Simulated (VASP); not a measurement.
Calculation: r2SCAN meta-GGA, VASP's PBE PAW potentials (set 64) (plane waves; VASP).

The input files of a VASP run:

### POSCAR
```
KF(110) slab
1
    3.7604481375     0.0000000000     0.0000000000
    0.0000000000     5.3180771494    -0.0000000000
   -0.0000000000    -0.0000000000    26.1918420871
K F
6 6
Direct
  0.0000000000   0.0000000000   0.3219566464
  0.5000000000   0.5000000000   0.3879550582
  0.0000000000   0.0000000000   0.4646819143
  0.5000000000   0.5000000000   0.5353180857
  0.0000000000   0.0000000000   0.6120449418
  0.5000000000   0.5000000000   0.6780433536
  0.5000000000   0.0000000000   0.3881858796
  0.0000000000   0.5000000000   0.3247560107
  0.5000000000   0.0000000000   0.5349180421
  0.0000000000   0.5000000000   0.4650819579
  0.5000000000   0.0000000000   0.6752439893
  0.0000000000   0.5000000000   0.6118141204
```

INCAR:
```
SYSTEM = KF(110) slab
PREC = Normal; ENCUT = 450; LREAL = .FALSE.
LASPH = .TRUE.
EDIFF = 1E-5; NELM = 100; NELMIN = 4
ALGO = Normal; LMIXTAU = .TRUE.
ISMEAR = 0; SIGMA = 0.05
METAGGA = R2SCAN
IBRION = 2; NSW = 120; ISIF = 2
EDIFFG = -0.03
LWAVE = .TRUE.; LCHARG = .FALSE.
DIPOL = 0.5 0.5 0.5
LDIPOL = .TRUE.; IDIPOL = 3
```

File KPOINTS:
```
Automatic mesh
0
Gamma
5 4 1
0 0 0
```

POTCAR, in this order: K_sv F (PBE.64 set). Program: vasp_std.

The run wrote:

OUTCAR:
```
 ion  position               nearest neighbor table
   1  0.000  0.000  0.322-   7 2.56   7 2.56   8 2.66   8 2.66   2 3.69   2 3.69   2 3.69   2 3.69
                             3 3.74
   2  0.500  0.500  0.388-   8 2.51   8 2.51   7 2.66   7 2.66  10 2.76  10 2.76   1 3.69   1 3.69
                             1 3.69   1 3.69
   3  0.000  0.000  0.465-   9 2.63   9 2.63  10 2.66  10 2.66   7 2.75   7 2.75   1 3.74   4 3.75
                             4 3.75   4 3.75   4 3.75
   4  0.500  0.500  0.535-  10 2.63  10 2.63   9 2.66   9 2.66  12 2.75  12 2.75   6 3.74   3 3.75
                             3 3.75   3 3.75   3 3.75
   5  0.000  0.000  0.612-  11 2.51  11 2.51  12 2.66  12 2.66   9 2.76   9 2.76   6 3.69   6 3.69
                             6 3.69   6 3.69
   6  0.500  0.500  0.678-  12 2.56  12 2.56  11 2.66  11 2.66   5 3.69   5 3.69   5 3.69   5 3.69
                             4 3.74
   7  0.500  0.000  0.388-   1 2.56   1 2.56   2 2.66   2 2.66   3 2.75   3 2.75
   8  0.000  0.500  0.325-   2 2.51   2 2.51   1 2.66   1 2.66
   9  0.500  0.000  0.535-   3 2.63   3 2.63   4 2.66   4 2.66   5 2.76   5 2.76
  10  0.000  0.500  0.465-   4 2.63   4 2.63   3 2.66   3 2.66   2 2.76   2 2.76
  11  0.500  0.000  0.675-   5 2.51   5 2.51   6 2.66   6 2.66
  12  0.000  0.500  0.612-   6 2.56   6 2.56   5 2.66   5 2.66   4 2.75   4 2.75
  LATTYP: Found a simple orthorhombic cell.
 ALAT       =     3.7604481375
 B/A-ratio  =     1.4142136668
 C/A-ratio  =     6.9650853115
 Subroutine PRICEL returns:
 Original cell was already a primitive cell.
 Subroutine GETGRP returns: Found  8 space group operations
The static configuration has the point symmetry C_2v.
 The point group associated with its full space group is D_2h.
The dynamic configuration has the point symmetry C_2v.
 Subroutine INISYM returns: Found  8 space group operations
 Subroutine IBZKPT returns following result:
 Found      9 irreducible k-points:

 Following reciprocal coordinates:
            Coordinates               Weight
  0.000000  0.000000  0.000000      1.000000
  0.200000  0.000000  0.000000      2.000000
  0.400000  0.000000  0.000000      2.000000
  0.000000  0.250000  0.000000      2.000000
  0.200000  0.250000  0.000000      4.000000
  0.400000  0.250000  0.000000      4.000000
  0.000000  0.500000  0.000000      1.000000
  0.200000  0.500000  0.000000      2.000000
  0.400000  0.500000  0.000000      2.000000
   k-points           NKPTS =      9   k-points in BZ     NKDIM =      9   number of bands    NBANDS=     57
   number of dos      NEDOS =    301   number of ions     NIONS =     12
   total plane-waves  NPLWV =  78400
   dimension x,y,z NGX =    20 NGY =   28 NGZ =  140
   dimension x,y,z NGXF=    40 NGYF=   56 NGZF=  280
   ions per type =               6   6
   PREC   = normal    normal or accurate (medium, high low for compatibility)
   ISTART =      0    job   : 0-new  1-cont  2-samecut
   ICHARG =      2    charge: 1-file 2-atom 10-const
   ISPIN  =      1    spin polarized calculation?
   LNONCOLLINEAR =      F non collinear calculations
   LSORBIT =      F    spin-orbit coupling
   INIWAV =      1    electr: 0-lowe 1-rand  2-diag
   ENCUT  =  450.0 eV  33.07 Ry    5.75 a.u.   6.50  9.20 45.30*2*pi/ulx,y,z
   NELM   =    100;   NELMIN=  4; NELMDL= -5     # of ELM steps
   EDIFF  = 0.1E-04   stopping-criterion for ELM
   LREAL  =      F    real-space projection
   NLSPLINE    = F    spline interpolate recip. space projectors
   LMAXMIX     =    2 max onsite mixed and CHGCAR
   VOSKOWN=      0    Vosko Wilk Nusair interpolation
   EDIFFG = -.3E-01   stopping-criterion for IOM
   NSW    =    120    number of steps for IOM
   NBLOCK =      1;   KBLOCK =    120    inner block; outer block
   IBRION =      2    ionic relax: 0-MD 1-quasi-New 2-CG
   NFREE  =      1    steps in history (QN), initial steepest desc. (CG)
   ISIF   =      2    stress and relaxation
   ISYM   =      2    0-nonsym 1-usesym 2-fastsym
   TEIN   =    0.0    initial temperature
   TEBEG  =    0.0;   TEEND  =   0.0 temperature during run
   SMASS  =  -3.00    Nose mass-parameter (am)
   PSTRESS=    0.0 pullay stress
...
```

### OSZICAR
```
...
DAV:  11    -0.886660310462E+02   -0.29117E-04   -0.60096E-06   721   0.152E-02    0.212E-03
DAV:  12    -0.886660771270E+02   -0.46081E-04   -0.55510E-06   704   0.149E-02    0.142E-03
DAV:  13    -0.886660766273E+02    0.49974E-06   -0.31815E-06   696   0.109E-02
   2 F= -.88666077E+02 E0= -.88666077E+02  d E =-.146956E-01
       N       E                     dE             d eps       ncg     rms          rms(c)
DAV:   1    -0.886664658017E+02   -0.38867E-03   -0.26516E+00  1078   0.607E+00    0.221E-01
DAV:   2    -0.886731694253E+02   -0.67036E-02   -0.60139E-02  1034   0.112E+00    0.979E-02
DAV:   3    -0.886729007301E+02    0.26870E-03   -0.95232E-03  1102   0.453E-01    0.817E-02
DAV:   4    -0.886701083938E+02    0.27923E-02   -0.63630E-03  1034   0.375E-01    0.480E-02
DAV:   5    -0.886718507237E+02   -0.17423E-02   -0.33054E-03  1032   0.302E-01    0.216E-02
DAV:   6    -0.886739123237E+02   -0.20616E-02   -0.12850E-03  1031   0.171E-01    0.122E-02
DAV:   7    -0.886736420403E+02    0.27028E-03   -0.16419E-04  1114   0.731E-02    0.766E-03
DAV:   8    -0.886737956726E+02   -0.15363E-03   -0.54028E-05  1058   0.437E-02    0.419E-03
DAV:   9    -0.886738380065E+02   -0.42334E-04   -0.17024E-05   840   0.229E-02    0.292E-03
DAV:  10    -0.886737895802E+02    0.48426E-04   -0.14125E-05   832   0.202E-02    0.266E-03
DAV:  11    -0.886737710431E+02    0.18537E-04   -0.84384E-06   776   0.154E-02    0.224E-03
DAV:  12    -0.886737895069E+02   -0.18464E-04   -0.39589E-06   705   0.118E-02    0.100E-03
DAV:  13    -0.886738267254E+02   -0.37219E-04   -0.20943E-06   670   0.892E-03    0.726E-04
DAV:  14    -0.886738614335E+02   -0.34708E-04   -0.14694E-06   679   0.781E-03    0.589E-04
DAV:  15    -0.886738415505E+02    0.19883E-04   -0.10006E-06   638   0.599E-03    0.364E-04
DAV:  16    -0.886738605848E+02   -0.19034E-04   -0.13529E-06   661   0.766E-03    0.371E-04
DAV:  17    -0.886738364454E+02    0.24139E-04   -0.10949E-06   640   0.671E-03    0.229E-04
DAV:  18    -0.886738414614E+02   -0.50160E-05   -0.65381E-07   617   0.514E-03
   3 F= -.88673841E+02 E0= -.88673841E+02  d E =-.224605E-01
       N       E                     dE             d eps       ncg     rms          rms(c)
DAV:   1    -0.886531540921E+02    0.20682E-01   -0.10609E+01  1076   0.121E+01    0.449E-01
DAV:   2    -0.886850230982E+02   -0.31869E-01   -0.23157E-01  1040   0.215E+00    0.196E-01
DAV:   3    -0.886757844248E+02    0.92387E-02   -0.24739E-02  1114   0.730E-01    0.155E-01
DAV:   4    -0.886760821389E+02   -0.29771E-03   -0.15323E-02  1062   0.631E-01    0.852E-02
DAV:   5    -0.886749862074E+02    0.10959E-02   -0.90929E-03  1032   0.505E-01    0.442E-02
DAV:   6    -0.886762610333E+02   -0.12748E-02   -0.21880E-03  1049   0.240E-01    0.239E-02
DAV:   7    -0.886770820006E+02   -0.82097E-03   -0.78193E-04  1172   0.150E-01    0.134E-02
DAV:   8    -0.886775663348E+02   -0.48433E-03   -0.31678E-04  1006   0.962E-02    0.770E-03
DAV:   9    -0.886774090154E+02    0.15732E-03   -0.12060E-04  1082   0.618E-02    0.529E-03
DAV:  10    -0.886773292897E+02    0.79726E-04   -0.71430E-05  1020   0.447E-02    0.532E-03
DAV:  11    -0.886774289092E+02   -0.99620E-04   -0.30828E-05   750   0.326E-02    0.373E-03
DAV:  12    -0.886774467303E+02   -0.17821E-04   -0.11072E-05   774   0.212E-02    0.191E-03
DAV:  13    -0.886774862240E+02   -0.39494E-04   -0.55471E-06   739   0.148E-02    0.120E-03
DAV:  14    -0.886774896509E+02   -0.34270E-05   -0.33628E-06   714   0.108E-02
   4 F= -.88677490E+02 E0= -.88677490E+02  d E =-.261087E-01
       N       E                     dE             d eps       ncg     rms          rms(c)
DAV:   1    -0.886761362286E+02    0.13500E-02   -0.63272E-01  1124   0.294E+00    0.107E-01
DAV:   2    -0.886755617393E+02    0.57449E-03   -0.13621E-02  1142   0.517E-01    0.447E-02
DAV:   3    -0.886776689110E+02   -0.21072E-02   -0.18669E-03  1132   0.191E-01    0.377E-02
DAV:   4    -0.886767851405E+02    0.88377E-03   -0.10047E-03  1052   0.142E-01    0.220E-02
DAV:   5    -0.886779012529E+02   -0.11161E-02   -0.21686E-04  1034   0.758E-02    0.997E-03
DAV:   6    -0.886778968812E+02    0.43717E-05   -0.90975E-05   958   0.509E-02
   5 F= -.88677897E+02 E0= -.88677897E+02  d E =-.265159E-01
       N       E                     dE             d eps       ncg     rms          rms(c)
DAV:   1    -0.886770531751E+02    0.84808E-03   -0.13091E+00  1028   0.470E+00    0.151E-01
DAV:   2    -0.886782444756E+02   -0.11913E-02   -0.27911E-02  1026   0.832E-01    0.744E-02
DAV:   3    -0.886803159173E+02   -0.20714E-02   -0.23361E-03  1144   0.272E-01    0.579E-02
DAV:   4    -0.886791076764E+02    0.12082E-02   -0.15018E-03  1028   0.223E-01    0.286E-02
DAV:   5    -0.886806406233E+02   -0.15329E-02   -0.96715E-04  1031   0.189E-01    0.916E-03
DAV:   6    -0.886807196055E+02   -0.78982E-04   -0.64896E-05  1162   0.442E-02    0.696E-03
DAV:   7    -0.886807071137E+02    0.12492E-04   -0.15996E-05   798   0.249E-02    0.439E-03
DAV:   8    -0.886806635895E+02    0.43524E-04   -0.28156E-05   815   0.319E-02    0.340E-03
DAV:   9    -0.886806847816E+02   -0.21192E-04   -0.63363E-06   652   0.170E-02    0.263E-03
DAV:  10    -0.886806825159E+02    0.22657E-05   -0.50259E-06   670   0.143E-02
   6 F= -.88680683E+02 E0= -.88680683E+02  d E =-.278563E-02
       N       E                     dE             d eps       ncg     rms          rms(c)
DAV:   1    -0.886802596301E+02    0.42515E-03   -0.60369E-01  1058   0.318E+00    0.103E-01
DAV:   2    -0.886806523822E+02   -0.39275E-03   -0.12835E-02  1026   0.562E-01    0.499E-02
DAV:   3    -0.886817903785E+02   -0.11380E-02   -0.11177E-03  1172   0.187E-01    0.388E-02
DAV:   4    -0.886813313185E+02    0.45906E-03   -0.70592E-04  1029   0.154E-01    0.195E-02
DAV:   5    -0.886819683307E+02   -0.63701E-03   -0.43325E-04  1027   0.127E-01    0.620E-03
DAV:   6    -0.886820266378E+02   -0.58307E-04   -0.28150E-05  1027   0.302E-02    0.488E-03
DAV:   7    -0.886820252140E+02    0.14238E-05   -0.78276E-06   694   0.176E-02
   7 F= -.88682025E+02 E0= -.88682025E+02  d E =-.412833E-02
       N       E                     dE             d eps       ncg     rms          rms(c)
DAV:   1    -0.886763119572E+02    0.57147E-02   -0.24167E+00  1042   0.636E+00    0.206E-01
DAV:   2    -0.886787817937E+02   -0.24698E-02   -0.51275E-02  1042   0.112E+00    0.101E-01
DAV:   3    -0.886819009049E+02   -0.31191E-02   -0.41268E-03  1180   0.362E-01    0.779E-02
DAV:   4    -0.886802879820E+02    0.16129E-02   -0.25202E-03  1045   0.288E-01    0.392E-02
DAV:   5    -0.886824391319E+02   -0.21511E-02   -0.16665E-03  1045   0.250E-01    0.125E-02
DAV:   6    -0.886826764500E+02   -0.23732E-03   -0.11913E-04  1186   0.606E-02    0.925E-03
DAV:   7    -0.886826238473E+02    0.52603E-04   -0.26850E-05   842   0.329E-02    0.543E-03
DAV:   8    -0.886826793167E+02   -0.55469E-04   -0.42865E-05  1031   0.400E-02    0.429E-03
DAV:   9    -0.886826926051E+02   -0.13288E-04   -0.10951E-05   702   0.232E-02    0.301E-03
DAV:  10    -0.886826693472E+02    0.23258E-04   -0.96578E-06   735   0.199E-02    0.151E-03
DAV:  11    -0.886827182864E+02   -0.48939E-04   -0.33539E-06   654   0.108E-02    0.105E-03
DAV:  12    -0.886826716407E+02    0.46646E-04   -0.12316E-06   686   0.642E-03    0.104E-03
DAV:  13    -0.886826575419E+02    0.14099E-04   -0.10245E-06   632   0.665E-03    0.540E-04
DAV:  14    -0.886827262341E+02   -0.68692E-04   -0.13231E-06   624   0.721E-03    0.378E-04
DAV:  15    -0.886826417315E+02    0.84503E-04   -0.11067E-06   638   0.632E-03    0.379E-04
DAV:  16    -0.886826717155E+02   -0.29984E-04   -0.68397E-07   633   0.550E-03    0.199E-04
DAV:  17    -0.886827226771E+02   -0.50962E-04   -0.65821E-07   612   0.556E-03    0.221E-04
DAV:  18    -0.886826999271E+02    0.22750E-04   -0.30588E-07   596   0.361E-03    0.119E-04
DAV:  19    -0.886827033570E+02   -0.34300E-05   -0.32071E-07   602   0.395E-03
   8 F= -.88682703E+02 E0= -.88682703E+02  d E =-.480648E-02
```

### OUTCAR
```
------------------------ aborting loop because EDIFF is reached ----------------------------------------
  FORCE on cell =-STRESS in cart. coord.  units (eV):
  Direction    XX          YY          ZZ          XY          YZ          ZX
  --------------------------------------------------------------------------------------
  Total       -0.4889604     -4.8487773     -2.2228816      0.0000000      0.0000000      0.0000000
  in kB       -1.4956293    -14.8314135     -6.7993379      0.0000000      0.0000000      0.0000000
  external PRESSURE =      -7.7087936 kB  Pullay stress =       0.0000000 kB
  volume of cell :      523.79
      direct lattice vectors                 reciprocal lattice vectors
     3.760448138  0.000000000  0.000000000     0.265925752  0.000000000  0.000000000
     0.000000000  5.318077149  0.000000000     0.000000000  0.188037889  0.000000000
     0.000000000  0.000000000 26.191842087     0.000000000  0.000000000  0.038179827
 POSITION                                       TOTAL-FORCE (eV/Angst)
 -----------------------------------------------------------------------------------
      0.00000      0.00000      8.42234         0.000000      0.000000      0.015633
      1.88022      2.65904     10.22588         0.000000      0.000000      0.013224
      0.00000      0.00000     12.14674         0.000000      0.000000     -0.000925
      1.88022      2.65904     14.04510         0.000000      0.000000      0.000925
      0.00000      0.00000     15.96597         0.000000      0.000000     -0.013224
      1.88022      2.65904     17.76950         0.000000      0.000000     -0.015633
      1.88022      0.00000     10.18900         0.000000      0.000000     -0.010084
      0.00000      2.65904      8.46986         0.000000      0.000000      0.015884
      1.88022      0.00000     14.01658         0.000000      0.000000     -0.015787
      0.00000      2.65904     12.17527         0.000000      0.000000      0.015787
      1.88022      0.00000     17.72198         0.000000      0.000000     -0.015884
      0.00000      2.65904     16.00284         0.000000      0.000000      0.010084
 -----------------------------------------------------------------------------------
    total drift:                               -0.000000      0.000000      0.000000
  FREE ENERGIE OF THE ION-ELECTRON SYSTEM (eV)
  ---------------------------------------------------
  free  energy   TOTEN  =       -88.6827033570 eV

  energy  without entropy=      -88.6827033570  energy(sigma->0) =      -88.68270336

 reached required accuracy - stopping structural energy minimisation
```
(Selected blocks of OUTCAR.)

CONTCAR:
```
KF(110) slab
   1.00000000000000
     3.7604481375000001    0.0000000000000000    0.0000000000000000
     0.0000000000000000    5.3180771493999996    0.0000000000000000
     0.0000000000000000    0.0000000000000000   26.1918420870999995
  K               F
     6     6
Direct
     0.0000000000000000    0.0000000000000000    0.3215636442294771
     0.5000000000000000    0.5000000000000000    0.3904221700254924
     0.0000000000000000    0.0000000000000000    0.4637603538726164
     0.5000000000000000    0.5000000000000000    0.5362396461273835
     0.0000000000000000    0.0000000000000000    0.6095778299745076
     0.5000000000000000    0.5000000000000000    0.6784363557705227
     0.5000000000000000    0.0000000000000000    0.3890143486117313
     0.0000000000000000    0.5000000000000000    0.3233777550947821
     0.5000000000000000    0.0000000000000000    0.5351504133411444
     0.0000000000000000    0.5000000000000000    0.4648495866588558
     0.5000000000000000    0.0000000000000000    0.6766222449052181
     0.0000000000000000    0.5000000000000000    0.6109856513882684
```

At this cut-off the stress carries a Pulay error, which pulls relaxed volumes low.

The cell is a thin slab with vacuum, built from KF (rock salt): (110) face.
